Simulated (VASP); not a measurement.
Here is the system:

```
BiNa3
1.0
    5.42004     0.00000     0.00000
   -2.71002     4.69389     0.00000
    0.00000     0.00000     9.65336
Na Bi
6 2
Direct
  0.33333   0.66667   0.91729
  0.66667   0.33333   0.08271
  0.66667   0.33333   0.41729
  0.33333   0.66667   0.58271
  0.00000   0.00000   0.25000
  0.00000   0.00000   0.75000
  0.66667   0.33333   0.75000
  0.33333   0.66667   0.25000
```

All values below come from LDA (Ceperley-Alder, Perdew-Zunger), VASP's LDA PAW potentials (set 64) (plane waves; VASP). Numerical set-up: 300 eV cut-off, 5×5×3 Γ-centred mesh, Fermi-Dirac smearing of 0.050 eV, potentials Na_pv Bi_d.

At this cut-off the stress carries a Pulay error, which pulls relaxed volumes low. Unless said otherwise, spin-orbit coupling is left out, though it shifts the bands of the heavy elements here.

Q: What does the run give for the energy per atom (σ→0), pressure, band gap (on the k-mesh) with the smallest direct gap where there is one?

A: 
- band gap (on the k-mesh): none (metal, semimetal or under 0.01 eV)
- energy per atom (σ→0): -2.643 eV/atom
- pressure: -1.34 GPa

Only differences to runs with the same potentials and settings are physical.

The structure comes from a computed database's Na3Bi entry (P6_3/mmc); how it stands against other phases isn't given here. The cell was not relaxed at this level.
